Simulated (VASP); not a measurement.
Wanted: the native input for a VASP 6.6.1 run.

```yaml
Task: relaxation of shape and atoms at fixed volume
Functional: r2SCAN
Dispersion: D3(BJ)
Potentials_or_basis: VASP PAW PBE potentials, release 64 (B, N)
Cutoff: 600 eV
k_mesh: 10 × 10 × 4
Occupations: gaussian, width 0.05 eV
Spin: no spin polarisation
Dipole_correction: no
Further_INCAR_settings: ALGO = Normal; EDIFF = 1e-07; IBRION = 2; EDIFFG = -0.01; NSW = 60; ISIF = 4
```

The system is BN.

```
B N
1.0
     2.43649    0.00000    0.00000
    -1.21825    2.11006    0.00000
     0.00000    0.00000    5.53058
B N
2 2
Direct
  0.33333 0.66667 0.25000
  0.66667 0.33333 0.75000
  0.33333 0.66667 0.75000
  0.66667 0.33333 0.25000
```

The input as run:

POSCAR

```
BN
1.0
    2.4364924258      0.0000000000      0.0000000000
   -1.2182462129      2.1100643369      0.0000000000
    0.0000000000      0.0000000000      5.5305755076
B N
2 2
Direct
    0.3333333333      0.6666666667      0.2500000000
    0.6666666667      0.3333333333      0.7500000000
    0.3333333333      0.6666666667      0.7500000000
    0.6666666667      0.3333333333      0.2500000000
```

INCAR.step1

```
  ALGO = Normal
  EDIFF = 1E-4
  ENCUT = 600
  GGA = PE
  ISMEAR = 0
  LASPH = T
  LCHARG = F
  LREAL = F
  LWAVE = T
  NELM = 100
  PREC = Accurate
  SIGMA = 0.05
```

INCAR.step2

```
  ALGO = Normal
  EDIFF = 1E-7
  EDIFFG = -0.01
  ENCUT = 600
  IBRION = 2
  ISIF = 4
  ISMEAR = 0
  ISTART = 1
  IVDW = 12
  LASPH = T
  LCHARG = F
  LMIXTAU = T
  LREAL = F
  LWAVE = F
  METAGGA = R2SCAN
  NELM = 100
  NSW = 60
  PREC = Accurate
  SIGMA = 0.05
  VDW_A1 = 0.49484001
  VDW_A2 = 5.73083694
  VDW_S6 = 1.0
  VDW_S8 = 0.78981345
```

KPOINTS

```
k-points
0
Gamma
  10 10 4
```

Potentials or basis: VASP PAW PBE potentials, release 64 (B, N).

The run is started by

```bash
$ cat potpaw_PBE.64/B/POTCAR potpaw_PBE.64/N/POTCAR > POTCAR
$ cp INCAR.step1 INCAR
$ mpirun -np 1 vasp_std > vasp.out
$ cp INCAR.step2 INCAR
$ mpirun -np 1 vasp_std > vasp.out
```

Results of the run:

```json
{"Energy gained by relaxing": "13.7 meV/atom", "Ionic steps": "3", "Pressure after relaxing": "18.9 GPa", "Band gap on the k mesh": "4.63 eV, indirect (least direct gap 5.07 eV)", "Dispersion energy per atom": "-0.087 eV"}
```

Caveat: the PAW data sets were made with another functional, which shifts forces and pressure a little.

It took 4.2 min on 1 thread of Intel(R) Xeon(R) Platinum 8375C CPU @ 2.90GHz (Ice Lake), on a shared host, peak memory 0.17 GiB.
